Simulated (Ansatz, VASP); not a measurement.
**NaLiICl: VASP beside Ansatz**

```xyz
4
Lattice="4.0916 0.0000 0.0000 0.0000 4.0916 0.0000 0.0000 0.0000 6.2153" Properties=species:S:1:pos:R:3 pbc="T T T"
Na    2.0458    2.0458    3.1077
Li    0.0000    0.0000    0.0000
I     2.0458    2.0458    0.0000
Cl    0.0000    0.0000    3.1077
```

The cell comes from a database or a generator and needn't be the stable form of this composition.

Alike in both runs: task single point; functional LDA; k mesh 6 × 6 × 4; occupations gaussian, width 0.05 eV; no spin polarisation.

|  | VASP | Ansatz |
| --- | --- | --- |
| version | VASP 6.6.1 | Ansatz 0.2.0 |
| potentials or method | VASP PAW LDA potentials, release 64 (Na_pv, Li_sv, I, Cl) | scalar-relativistic, plane waves, PAW |
| plane-wave cutoff (eV) | 520 | 420 |
| valence electrons in the cell | 24 | 36 |

```csv
,VASP,Ansatz,Ansatz less VASP
gap on the k mesh at the Fermi level (eV),3.86,3.85,-0.009
least direct gap on the mesh (eV),4.15,4.14,-0.011
```

The two sets of potentials don't hold the same shells in valence.

Caveats: spin-orbit coupling is left out, which moves the levels of the heavy elements. A hybrid or GW would open this gap; LDA tends to underestimate it. A k mesh can miss the band edges.
